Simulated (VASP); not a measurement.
**PIr: single point with PBE**

PIr:

```
Ir P
1.0
     2.78751    0.00000    0.00000
     0.00000    3.61537    0.00000
     0.00000    0.00000    6.14578
Ir P
2 2
Direct
  0.25000 0.75000 0.45270
  0.75000 0.25000 0.54730
  0.25000 0.25000 0.22130
  0.75000 0.75000 0.77870
```

The cell was built by a generator and needn't be a form met in nature.

| Property | Result |
| --- | --- |
| Program | VASP 6.6.1 |
| Task | single point |
| Functional | PBE |
| Potentials or basis | VASP PAW PBE potentials, release 64 (Ir, P) |
| Cutoff | 520 eV |
| k mesh | 6 × 5 × 3 |
| Occupations | gaussian, width 0.01 eV |
| Spin | no spin polarisation |
| Dipole correction | no |
| Further INCAR settings | ALGO = Normal; EDIFF = 1e-06; NBANDS = 22 |

| Quantity | Value |
| --- | --- |
| Pressure | 66.3 GPa |
| Largest force | 5.073 eV/Å |
| Band gap on the k mesh | none (metal or under the smearing width) |

Forces in eV/Å, atoms in the order of the input:
```
Ir   0.000  0.000 -5.073
Ir   0.000  0.000  5.073
P    0.000  0.000 -2.633
P    0.000  0.000  2.633
```

Stress tensor (GPa, compression positive):
```
 57.82   0.00   0.00
  0.00 109.58   0.00
  0.00   0.00  31.42
```

Levels at points of the mesh, in eV from the Fermi level:
| k point | band 11 | band 12 | band 13 | band 14 | band 15 | band 16 | band 17 | band 18 |
| --- | --- | --- | --- | --- | --- | --- | --- | --- |
| (0.00, 0.00, 0.00) | -1.92 | -1.57 | -1.06 | 0.25 | 2.61 | 2.63 | 3.24 | 3.29 |
| (0.50, 0.00, 0.00) | -1.64 | -1.64 | -1.26 | -1.26 | 1.45 | 1.45 | 4.06 | 4.06 |

Wall time 21 s on 1 thread of AMD EPYC 9R14 (Zen 4) (shared host), peak memory 0.16 GiB.

Caveat: the k mesh is coarse (spacing up to 0.38 Å⁻¹), so the values aren't converged; a pressure of tens of GPa on the cell as given is suspect, and the run, the potentials or the cell itself is likely at fault; forces of over 1 eV/Å show positions far from the minimum, so gaps and moduli don't describe the material at rest. The run has no spin-orbit coupling, so splittings on Ir are missing.
